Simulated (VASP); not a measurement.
GaN: energy against strain

GaN (zinc blende, F-43m, 11.355 Å³/atom at rest, cube axes along x, y and z) under an equal strain ε along x and y, with z held. PBEsol in VASP (plane waves, PAW), 600 eV, 12×12×12 Γ-centred mesh, Gaussian smearing 0.05 eV; ions are relaxed within the symmetry of each cell.

Here s stands for strain and y for E less E0.

```
strain (%)  E less E0 (meV/atom)
----------  --------------------
-1.50                       7.38
-1.00                       3.34
-0.50                       0.91
0.00                        0.00
0.50                        0.57
1.00                        2.58
1.50                        5.97
3.00                           ?
```

Using a parabola, estimate the missing y at s = 3.00 from the other rows, showing the fit.

Least squares gives y = -0.003 - 0.4350·s + 2.9671·s². Residuals (row less fit): 0.055, -0.059, -0.046, 0.003, 0.049, 0.051, -0.050; standard error 0.063 (degrees of freedom: 4). Twice the quadratic coefficient over the volume, 2 × 2.9671 meV × 10⁴ × 0.1602 / 11.355 Å³, is the elastic constants 2(C11 + C12) = 837 ± 8 GPa. At the withheld row, y = -0.003 - 0.4350 × 3.0 + 2.9671 × 3.0² = 25.396 meV/atom. The calculation gives 24.00 meV/atom, 1.396 meV/atom below the prediction (5.8 % of the range of y in the table). The row lies outside the fitted rows, so this is an extrapolation. From the scatter of the fitted rows alone, a prediction at this place has a standard error of 0.243 meV/atom, so the miss is 5.7 times that.

One order more, fitted to all 13 runs of the series, follows each within 0.01, so the miss is the next term of a smooth law. GaN is here a metastable form; wurtzite is the usual one. Rows are the converged runs of the series near zero and its far end; series whose fitted rows scatter by over a few per cent of the range, as at a crossing or softening among them, aren't shown in this form. Most that stay on the fit to the last digits aren't either.
